## Results and discussion

A graphite cell holds two carbon sheets of two atoms each. The atoms within a sheet are joined by strong bonds, and the sheets hold each other only weakly. The questions below ask how this contrast shows up in the vibrations, calculated with density-functional theory and a dispersion correction. All modes belong to the one wave vector at which every cell moves alike (phonon q row 1), and a negative phonon frequency stands for an imaginary one. The frequencies come from the forces that arise when atoms are moved by small steps.

VASP 6.6.1 calculation for graphite (four-atom cell, a = 2.473 Å, c = 6.216 Å, not relaxed) with PBE-D3(BJ), recommended PAW PBE potentials, a 350 eV plane-wave cutoff, a 15×15×4 k mesh and Gaussian smearing of 0.02 eV. Phonons at Γ (q row 1) are from finite displacements of 0.015 Å; negative values denote imaginary frequencies.

```tsv
row	phonon q row (row)	phonon frequency (cm⁻¹)
1	1	-16.9
2	1	-16.9
3	1	-0.1
4	1	-0.1
5	1	-0.1
6	1	174.6
7	1	848.7
8	1	867.8
9	1	1534.0
10	1	1534.0
11	1	1542.8
12	1	1542.8
```

### 1. Why are there twelve modes, and why do three lie at zero?

Each of the four atoms can move in three directions, which makes twelve independent motions. In three of them the whole crystal shifts as one body, so no bond changes and no force pulls back. Their exact frequency is zero, and the printed −0.1 cm⁻¹ is numerical noise. The other nine modes move atoms against each other and so test the bonds.

### 2. Why does the in-plane stretch lie so far above the mode at 174.6 cm⁻¹?

The masses are the same, so the difference must come from stiffness. Known graphite physics identifies the mode at 174.6 cm⁻¹ as layer breathing: rigid sheets move towards and away from each other, and only the weak links between them are strained. The modes above 1500 cm⁻¹ stretch the strong bonds within the sheets. Stiffness goes as the square of the frequency, so the lower stretch is about 77 times stiffer than breathing.

### 3. What would change if every atom were twice as heavy?

With the same forces, every frequency would fall by a factor of √2. The stretch at 1534 cm⁻¹ would drop to about 1085 cm⁻¹, and breathing to about 123 cm⁻¹. Their ratio would stay the same, because it measures bonding alone. An imaginary mode would stay imaginary, since its sign comes from the forces.

### 4. Why do the modes at 848.7 and 867.8 cm⁻¹ lie so close together?

In both modes each sheet buckles: one of its atoms moves up while the other moves down. The strong bonds resist this equally in both sheets. A simpler system behaves alike: two equal carts, each anchored by a stiff spring and joined to each other by a weak one. Without the weak spring both carts have the same frequency. With it, one joint motion strains the weak spring and rises slightly, while the other leaves it slack.

Breathing corresponds to the same carts without anchors, where the weak spring has to supply the whole frequency. If that spring has strength κ and each cart has mass m, it adds 2κ/m to the squared angular frequency in either case. The upper buckling mode should therefore follow from the other two:

√(848.7² + 174.6²) ≈ 866.5 cm⁻¹

The table has 867.8 cm⁻¹, so the estimate is about 1 cm⁻¹ low on a gap of 19 cm⁻¹. The model also shows what to expect of weaker links: at half the strength, breathing would fall by a factor of √2, but the gap would shrink to about half.

### 5. In which of the two do the sheets buckle in step?

The carts suggest the lower mode, but here the analogy ends, because a sheet has two kinds of atom site. One kind lies directly above and below atoms of the neighbouring sheets, the other faces the centres of their rings. "In step" means that like sites in both sheets move the same way. If the links join like sites, buckling in step leaves them slack. If they join unlike sites, buckling in step strains them, since the linked atoms move in opposite directions. Both patterns predict the same pair of frequencies in opposite order, so the good estimate above cannot choose between them.

The forces from the same calculation can. When one atom is displaced, its copies in all other cells move with it, so each link strength found here is a sum over many pairs of atoms. One atom of the other sheet responds about twice as strongly as its neighbour. If the stronger response comes from the unlike site, the forces put the in-step mode at 868 cm⁻¹, which matches the upper mode. The opposite choice gives 858 cm⁻¹, which matches neither. The sheets therefore buckle in step in the upper mode, contrary to what the carts suggest.

The like links are not absent, however. The forces show one of them at about half the strength of the unlike link. For the frequencies to come out as they do, the like links of the two sites must nearly cancel in the sum. The simple spring works because of this cancellation. The printed analysis gives both sets of link strengths.

### 6. Does the same rule explain the gap between the two stretch pairs?

It does not. The matching rigid motion is now shear, in which the sheets slide over each other. Even a shear mode at roughly 40 cm⁻¹, a rough recalled value for real graphite, would split the stretches by only about 0.5 cm⁻¹. The table has 8.8 cm⁻¹.

The two kinds of link offer an explanation. Sliding rigid sheets feel the sum of all links, whereas the gap between the stretches depends on the difference between like and unlike links. Shear is very soft, yet the gap is far wider than the simple rule allows. Within the spring model, the two kinds must therefore have opposite signs and nearly the same total strength: they almost cancel in shear but reinforce each other in the stretch gap. The frequencies alone do not tell which kind is the negative one. A soft rigid-layer mode is thus no proof that the individual links are weak.

### 7. Do the imaginary modes mean that the sheets would slide away?

That conclusion would be unsafe. The pair at −16.9 cm⁻¹ is the shear motion, and its force is what remains after much larger forces have cancelled. For atoms moved by 0.015 Å, it amounts to about 0.0002 eV/Å, against 1.6 eV/Å in the stretch. An error of less than 0.1 % of the stretch stiffness would be enough to turn the rough +40 cm⁻¹ into the value in the table. The sheets of this cell are closer than in real graphite and should resist sliding more, so the error needed is probably somewhat larger, but still tiny on that scale.

The modest plane-wave cutoff is a plausible source of such an error, but this is untested. A repeat with a higher cutoff and a finer grid would show whether the sign survives. Until then, the result supports only the statement that shear is very soft.

### 8. Which values can be carried over to real graphite?

The order of the stiff and soft groups can, because it rests on large differences in stiffness. The exact values belong to this particular cell, whose bonds are slightly stretched and whose sheets are only 3.1 Å apart, against roughly 3.4 Å in the real material. The calculated stress would pull even these close sheets further together, which is probably an artefact of the low cutoff. Closer sheets should stiffen breathing, and stretched bonds should lower the in-plane modes. For design data such as elastic stiffness or heat capacity, the cell should first be relaxed with a converged cutoff, and other wave vectors should be added.

Numerical output:

```
Curvature ratio, lower in-plane stretch to breathing: 77.19
Curvature ratio, lower in-plane stretch to lower out-of-plane optical: 3.267
Gap of the out-of-plane optical modes (1/cm): 19.1
Gap of the in-plane stretch pairs (1/cm): 8.8
Gap of the in-plane stretch pairs (percent of the lower): 0.5737
Upper out-of-plane optical mode from the spring model (1/cm): 866.5
Spring model less table (1/cm): -1.326
In-phase out-of-plane mode from forces, first pairing (1/cm): 868
In-phase out-of-plane mode from forces, other pairing (1/cm): 858
Link within the layer from forces (eV/A^2): 15.9
Unlike-sublattice link between layers from forces (eV/A^2): 0.7331
Like-sublattice link between layers from forces, one site (eV/A^2): 0.3535
Unlike link from frequencies if the in-phase mode is the upper (eV/A^2): 0.6986
Unlike link from frequencies if the in-phase mode is the lower (eV/A^2): -0.0254
Sum of both like links from frequencies if the in-phase mode is the upper (eV/A^2): -0.05079
Size of force per atom in the shear mode, each atom moved 0.015 A (eV/A): 0.0001892
Force per atom in the breathing mode, each atom moved 0.015 A (eV/A): 0.0202
Force per atom in the lower stretch, each atom moved 0.015 A (eV/A): 1.559
Curvature error that turns a rough recalled +40 1/cm shear into the table value (percent of stretch curvature): 0.08013
Stretch gap that a 40 1/cm shear spring would give (1/cm): 0.5214
Lower stretch if all atoms had twice the mass (1/cm): 1085
Breathing mode if all atoms had twice the mass (1/cm): 123.5
```
